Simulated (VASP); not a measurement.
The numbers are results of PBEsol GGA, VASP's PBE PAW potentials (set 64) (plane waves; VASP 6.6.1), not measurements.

Input for VASP

### POSCAR
```
Ni
1.0
  2.4022420000   0.0000000000   0.0000000000
 -1.2011210000   2.0804030000   0.0000000000
  0.0000000000   0.0000000000   3.9966480000
Ni
2
Cartesian
 -0.0000012011   1.3869360268   0.9991620000
  1.2011222011   0.6934669732   2.9974860000
```

### KPOINTS
```
Automatic mesh
0
Gamma
11 11 6
0 0 0
```

INCAR:
```
ALGO=Normal
EDIFF=1E-6
EDIFFG=-0.01
ENCUT=300
GGA=PS
IBRION=2
ISIF=3
ISMEAR=-1
ISPIN=2
LASPH=.TRUE.
LCHARG=.FALSE.
LMAXMIX=4
LORBIT=11
LREAL=.FALSE.
LWAVE=.FALSE.
NELM=100
NSW=50
PREC=Accurate
SIGMA=0.1
SYSTEM=Ni
```

POTCAR, in this order: Ni (PBE.64 set). Program: vasp_std. The INCAR's line for the spin-polarised start is left out here.

Q: What will the output report for the number of irreducible k-points (NKPTS), largest plane-wave count, number of space-group operations, FFT grid (NGX, NGY, NGZ)?

A: 
```yaml
number of irreducible k-points (NKPTS): 64
largest_plane_wave_count: 248
number_of_space_group_operations: 24
FFT grid (NGX, NGY, NGZ): 14 × 14 × 24
```

The structure comes from a computed database's Ni entry (P6_3/mmc); how it stands against other phases isn't given here. This run relaxes it. Symmetry was kept, so distortions that lower it aren't found. The run is one of a series of settings (EDIFFG = -0.01, IBRION = 2, ISIF = 3, NSW = 50 against the base run), some of them coarse on purpose.
